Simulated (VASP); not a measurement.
Computed with PBE GGA, VASP's PBE PAW potentials (set 64) (plane waves; VASP).

A VASP calculation is set up with these files.

File POSCAR:
```
BaTiO3
1
    3.9589366620     0.0000000000     0.0000000000
    0.0000000000     3.9589366620    -0.0000000000
    0.0000000000     0.0000000000     3.9589366620
Ba Ti O
1 1 3
Direct
  0.0000000000   0.0000000000   0.0000000000
  0.5000000000   0.5000000000   0.5000000000
  0.5000000000   0.0000000000   0.5000000000
  0.0000000000   0.5000000000   0.5000000000
  0.5000000000   0.5000000000   0.0000000000
```

### KPOINTS
```
kpoints
0
Gamma
 6 6 6
```

**INCAR**
```
ISMEAR = 0   # Gaussian
NELM = 100   # most electronic steps
ENCUT = 620   # plane-wave cut-off (eV)
PREC = Accurate
SIGMA = 0.05   # width (eV)
EDIFF = 1E-6
LCHARG = .FALSE.
IBRION = 2   # conjugate gradients
NSW = 40   # most ionic steps
GGA = PE   # PBE
LREAL = .FALSE.
PSTRESS = 100
SYSTEM = BaTiO3
ALGO = Normal   # blocked Davidson
ISIF = 3
EDIFFG = -0.02
LASPH = .TRUE.   # aspherical one-centre terms
LMAXMIX = 4   # l cut-off of mixed one-centre charges
LWAVE = .FALSE.
```

POTCAR, in this order: Ba_sv Ti_sv O (PBE.64 set). Program: vasp_std.

Task: What will the output report for the number of irreducible k-points (NKPTS), largest plane-wave count, number of space-group operations, FFT grid (NGX, NGY, NGZ)?

Result: 
```json
{
  "number of irreducible k-points (NKPTS)": "20",
  "largest_plane_wave_count": "2196",
  "number_of_space_group_operations": "48",
  "FFT grid (NGX, NGY, NGZ)": "32 × 32 × 32"
}
```

The compound is BaTiO3 in the cubic perovskite structure, the ideal cubic form; the compound distorts at low or room temperature. It was relaxed first under an external pressure of 10 GPa.
